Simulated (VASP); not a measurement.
Calculation: PBEsol GGA, VASP's PBE PAW potentials (set 64) (plane waves; VASP 6.6.1).

VASP input:

File KPOINTS:
```
Automatic mesh
0
Gamma
11 11 3
0 0 0
```

### POSCAR
```
Ta3ZrC4
1
    0.0000000000     2.2479671408     2.2479671408
    2.2479671408     0.0000000000     2.2479671408
    8.9939181685     8.9939181685    -0.0020496054
Zr C Ta
1 4 3
Direct
  0.0000000000   0.0000000000   1.0000000000
  0.4865925524   0.4865925524   0.1350555857
  0.4964357818   0.4964357818   0.3776731636
  0.5035642182   0.5035642182   0.6223268364
  0.5134074476   0.5134074476   0.8649444143
  0.9938355062   0.9938355062   0.2546233704
  0.0000000000   0.0000000000   0.5000000000
  0.0061644938   0.0061644938   0.7453766296
```

**INCAR**
```
ALGO=Normal
EDIFF=1E-6
EDIFFG=-0.02
ENCUT=520
GGA=PS
IBRION=2
ISIF=3
ISMEAR=1
LASPH=.TRUE.
LCHARG=.FALSE.
LMAXMIX=6
LREAL=.FALSE.
LWAVE=.FALSE.
NELM=100
NSW=60
PREC=Accurate
SIGMA=0.1
SYSTEM=Ta3ZrC4
```

POTCAR, in this order: Zr_sv C Ta_pv (PBE.64 set). Program: vasp_std.

Output

OUTCAR:
```
 ion  position               nearest neighbor table
   1  0.000  0.000  0.000-   5 2.31   5 2.31   2 2.31   2 2.31   5 2.31   2 2.31   6 3.22   8 3.22
                             6 3.22   8 3.22   8 3.22   6 3.22
   2  0.487  0.487  0.135-   6 2.22   6 2.22   6 2.22   1 2.31   1 2.31   1 2.31
   3  0.496  0.496  0.378-   7 2.23   7 2.23   7 2.23   6 2.24   6 2.24   6 2.24
   4  0.504  0.504  0.622-   7 2.23   7 2.23   7 2.23   8 2.24   8 2.24   8 2.24
   5  0.513  0.513  0.865-   8 2.22   8 2.22   8 2.22   1 2.31   1 2.31   1 2.31
   6  0.994  0.994  0.255-   2 2.22   2 2.22   2 2.22   3 2.24   3 2.24   3 2.24   7 3.14   7 3.14
                             7 3.14   1 3.22   1 3.22   1 3.22
   7  0.000  0.000  0.500-   3 2.23   4 2.23   4 2.23   4 2.23   3 2.23   3 2.23   6 3.14   8 3.14
                             6 3.14   8 3.14   6 3.14   8 3.14
   8  0.006  0.006  0.745-   5 2.22   5 2.22   5 2.22   4 2.24   4 2.24   4 2.24   7 3.14   7 3.14
                             7 3.14   1 3.22   1 3.22   1 3.22
  LATTYP: Found a trigonal (rhomboedric) cell.
 ALAT       =    10.5473963415
 COS(alpha) =     0.9545755805
 Subroutine PRICEL returns:
 Original cell was already a primitive cell.
 Subroutine GETGRP returns: Found 12 space group operations
The static configuration has the point symmetry D_3d.
The dynamic configuration has the point symmetry D_3d.
 Subroutine INISYM returns: Found 12 space group operations
 Subroutine IBZKPT returns following result:
 Found    102 irreducible k-points:

 Following reciprocal coordinates:
            Coordinates               Weight
  0.000000  0.000000  0.000000      1.000000
  0.090909  0.000000 -0.000000      4.000000
  0.181818  0.000000 -0.000000      4.000000
  0.272727  0.000000  0.000000      4.000000
  0.363636  0.000000  0.000000      4.000000
  0.454545  0.000000  0.000000      4.000000
  0.090909  0.090909 -0.000000      2.000000
  0.181818  0.090909 -0.000000      4.000000
  0.272727  0.090909 -0.000000      4.000000
  0.363636  0.090909  0.000000      4.000000
  0.454545  0.090909  0.000000      4.000000
 -0.454545  0.090909  0.000000      4.000000
 -0.363636  0.090909  0.000000      4.000000
 -0.272727  0.090909  0.000000      4.000000
 -0.181818  0.090909  0.000000      4.000000
 -0.090909  0.090909  0.000000      2.000000
  0.181818  0.181818  0.000000      2.000000
  0.272727  0.181818  0.000000      4.000000
  0.363636  0.181818  0.000000      4.000000
  0.454545  0.181818  0.000000      4.000000
 -0.454545  0.181818 -0.000000      4.000000
 -0.363636  0.181818  0.000000      4.000000
 -0.272727  0.181818 -0.000000      4.000000
 -0.181818  0.181818  0.000000      2.000000
  0.272727  0.272727  0.000000      2.000000
  0.363636  0.272727  0.000000      4.000000
  0.454545  0.272727  0.000000      4.000000
 -0.454545  0.272727 -0.000000      4.000000
 -0.363636  0.272727  0.000000      4.000000
 -0.272727  0.272727  0.000000      2.000000
  0.363636  0.363636  0.000000      2.000000
  0.454545  0.363636  0.000000      4.000000
 -0.454545  0.363636 -0.000000      4.000000
 -0.363636  0.363636  0.000000      2.000000
  0.454545  0.454545  0.000000      2.000000
 -0.454545  0.454545  0.000000      2.000000
  0.000000  0.000000  0.333333      2.000000
  0.090909  0.000000  0.333333      4.000000
  0.181818  0.000000  0.333333      4.000000
  0.272727  0.000000  0.333333      4.000000
   k-points           NKPTS =    102   k-points in BZ     NKDIM =    102   number of bands    NBANDS=     36
   number of dos      NEDOS =    301   number of ions     NIONS =      8
   total plane-waves  NPLWV =  55296
   dimension x,y,z NGX =    24 NGY =   24 NGZ =   96
   dimension x,y,z NGXF=    48 NGYF=   48 NGZF=  192
   ions per type =               1   4   3
   PREC   = accura    normal or accurate (medium, high low for compatibility)
   ISTART =      0    job   : 0-new  1-cont  2-samecut
...
```

File OSZICAR:
```
       N       E                     dE             d eps       ncg     rms          rms(c)
DAV:   1     0.570144139770E+03    0.57014E+03   -0.33440E+04  7344   0.175E+03
DAV:   2    -0.650450903808E+02   -0.63519E+03   -0.62276E+03  8492   0.493E+02
DAV:   3    -0.103447472348E+03   -0.38402E+02   -0.37764E+02 10836   0.108E+02
DAV:   4    -0.104695995403E+03   -0.12485E+01   -0.12418E+01 10680   0.161E+01
DAV:   5    -0.104715713167E+03   -0.19718E-01   -0.19634E-01 10032   0.201E+00    0.506E+01
DAV:   6    -0.915733289750E+02    0.13142E+02   -0.81936E+01  8912   0.390E+01    0.204E+01
DAV:   7    -0.914313905804E+02    0.14194E+00   -0.54266E+00  9928   0.112E+01    0.937E+00
DAV:   8    -0.913523252587E+02    0.79065E-01   -0.16708E+00  9356   0.722E+00    0.191E+00
DAV:   9    -0.913179531231E+02    0.34372E-01   -0.26252E-01  9460   0.286E+00    0.522E-01
DAV:  10    -0.913181747573E+02   -0.22163E-03   -0.45766E-02  9960   0.109E+00    0.358E-01
DAV:  11    -0.913182558854E+02   -0.81128E-04   -0.53223E-03 10016   0.465E-01    0.160E-01
DAV:  12    -0.913178374656E+02    0.41842E-03   -0.31084E-03  8576   0.207E-01    0.521E-02
DAV:  13    -0.913178422608E+02   -0.47952E-05   -0.17959E-04 11168   0.777E-02    0.289E-02
DAV:  14    -0.913178267616E+02    0.15499E-04   -0.64338E-05  9064   0.354E-02    0.828E-03
DAV:  15    -0.913178271659E+02   -0.40428E-06   -0.91687E-06  8424   0.143E-02
   1 F= -.91317827E+02 E0= -.91317116E+02  d E =-.913178E+02
       N       E                     dE             d eps       ncg     rms          rms(c)
DAV:   1    -0.913206802179E+02   -0.28535E-02   -0.70504E-01  7444   0.567E+00    0.636E-01
DAV:   2    -0.913204691202E+02    0.21110E-03   -0.33992E-02  8416   0.117E+00    0.273E-01
DAV:   3    -0.913194925721E+02    0.97655E-03   -0.32643E-03  9660   0.380E-01    0.693E-02
DAV:   4    -0.913194702421E+02    0.22330E-04   -0.47133E-04 11228   0.130E-01    0.495E-02
DAV:   5    -0.913194714391E+02   -0.11970E-05   -0.50476E-05  9860   0.513E-02    0.297E-02
DAV:   6    -0.913194753228E+02   -0.38837E-05   -0.23861E-05 11400   0.320E-02    0.815E-03
DAV:   7    -0.913194762887E+02   -0.96591E-06   -0.51339E-06  8416   0.132E-02
   2 F= -.91319476E+02 E0= -.91318825E+02  d E =-.164912E-02
       N       E                     dE             d eps       ncg     rms          rms(c)
DAV:   1    -0.913198780918E+02   -0.40277E-03   -0.55819E-02  7396   0.160E+00    0.179E-01
DAV:   2    -0.913198607564E+02    0.17335E-04   -0.26969E-03  8388   0.330E-01    0.770E-02
DAV:   3    -0.913197823296E+02    0.78427E-04   -0.25894E-04  9588   0.107E-01    0.194E-02
DAV:   4    -0.913197795711E+02    0.27585E-05   -0.36993E-05 11248   0.363E-02    0.139E-02
DAV:   5    -0.913197787550E+02    0.81608E-06   -0.37094E-06  7832   0.142E-02
   3 F= -.91319779E+02 E0= -.91319112E+02  d E =-.195159E-02
       N       E                     dE             d eps       ncg     rms          rms(c)
DAV:   1    -0.913213528107E+02   -0.15732E-02   -0.10135E-01  7364   0.259E+00    0.521E-01
DAV:   2    -0.913200103624E+02    0.13424E-02   -0.61723E-03  8980   0.532E-01    0.223E-01
DAV:   3    -0.913194997708E+02    0.51059E-03   -0.17270E-03  9768   0.271E-01    0.621E-02
DAV:   4    -0.913195054268E+02   -0.56560E-05   -0.30159E-04 10032   0.728E-02    0.374E-02
DAV:   5    -0.913195087208E+02   -0.32940E-05   -0.19052E-05 10464   0.277E-02    0.191E-02
DAV:   6    -0.913195091173E+02   -0.39647E-06   -0.20591E-05 11912   0.256E-02    0.895E-03
DAV:   7    -0.913195084645E+02    0.65275E-06   -0.24698E-06  6764   0.117E-02
   4 F= -.91319508E+02 E0= -.91318847E+02  d E =0.270291E-03
       N       E                     dE             d eps       ncg     rms          rms(c)
DAV:   1    -0.913206733421E+02   -0.11642E-02   -0.44336E-02  7352   0.171E+00    0.346E-01
DAV:   2    -0.913200870065E+02    0.58634E-03   -0.27185E-03  8980   0.351E-01    0.148E-01
DAV:   3    -0.913198634036E+02    0.22360E-03   -0.75717E-04  9748   0.180E-01    0.415E-02
DAV:   4    -0.913198692282E+02   -0.58246E-05   -0.13029E-04  9992   0.475E-02    0.245E-02
DAV:   5    -0.913198736497E+02   -0.44215E-05   -0.81449E-06  9900   0.179E-02    0.124E-02
DAV:   6    -0.913198768537E+02   -0.32040E-05   -0.89630E-06 11520   0.168E-02    0.581E-03
DAV:   7    -0.913198778948E+02   -0.10411E-05   -0.91717E-07  4824   0.760E-03    0.187E-03
DAV:   8    -0.913198780966E+02   -0.20175E-06   -0.23558E-07  4328   0.281E-03
   5 F= -.91319878E+02 E0= -.91319213E+02  d E =-.993415E-04
```

**OUTCAR**
```
------------------------ aborting loop because EDIFF is reached ----------------------------------------
  FORCE on cell =-STRESS in cart. coord.  units (eV):
  Direction    XX          YY          ZZ          XY          YZ          ZX
  --------------------------------------------------------------------------------------
  Total       -0.0025693     -0.0025693     -0.0025693     -0.0028626      0.0028626      0.0028626
  in kB       -0.0453211     -0.0453211     -0.0453211     -0.0504954      0.0504954      0.0504954
  external PRESSURE =      -0.0453211 kB  Pullay stress =       0.0000000 kB
  volume of cell :       90.83
      direct lattice vectors                 reciprocal lattice vectors
    -0.000000000  2.244666600  2.244666600    -0.222464880  0.223035579  0.222464880
     2.244666600 -0.000000000  2.244666600     0.223035579 -0.222464880  0.222464880
     9.001758981  9.001758981 -0.023092583     0.055473545  0.055473545 -0.055473545
 POSITION                                       TOTAL-FORCE (eV/Angst)
 -----------------------------------------------------------------------------------
      0.00000     -0.00000      0.00000        -0.000000     -0.000000      0.000000
      2.30514      2.30514      2.18420        -0.003154     -0.003154      0.003154
      4.51424      4.51424      2.21976         0.004161      0.004161     -0.004161
      6.73218      6.73218      2.24648        -0.004161     -0.004161      0.004161
      8.94129      8.94129      2.28204         0.003154      0.003154     -0.003154
      4.52538      4.52538      4.45329        -0.003497     -0.003497      0.003497
      4.50088      4.50088     -0.01155        -0.000000     -0.000000      0.000000
      6.72104      6.72104      0.01296         0.003497      0.003497     -0.003497
 -----------------------------------------------------------------------------------
    total drift:                               -0.000000      0.000000     -0.000000
  FREE ENERGIE OF THE ION-ELECTRON SYSTEM (eV)
  ---------------------------------------------------
  free  energy   TOTEN  =       -91.3198780966 eV

  energy  without entropy=      -91.3178835435  energy(sigma->0) =      -91.31921325

 reached required accuracy - stopping structural energy minimisation
```
(Selected blocks of OUTCAR.)

File CONTCAR:
```
Ta3ZrC4
   1.00000000000000
    -0.0000000000000255    2.2446665997188622    2.2446665997189132
     2.2446665997188622   -0.0000000000000255    2.2446665997189132
     9.0017589814560068    9.0017589814560068   -0.0230925826805111
  Zr              C               Ta
     1     4     3
Direct
     0.0000000000000000    0.0000000000000000    0.0000000000000000
     0.4872225747404984    0.4872225747404984    0.1345830689446262
     0.4963940522500421    0.4963940522500421    0.3777044607624710
     0.5036059477499579    0.5036059477499579    0.6222955392375289
     0.5127774252595017    0.5127774252595017    0.8654169310553738
     0.9932821460601782    0.9932821460601782    0.2550383905048637
     0.0000000000000000    0.0000000000000000    0.5000000000000000
     0.0067178539398218    0.0067178539398218    0.7449616094951362
```

The structure was generated: Ta3ZrC4 was put into an ordered model structure (R-3m), which need not be its known phase. This run relaxes it. Symmetry was kept, so distortions that lower it aren't found. The start is the result of an earlier pass. The electron count is odd and the run is not spin-polarised, which forces a metal.
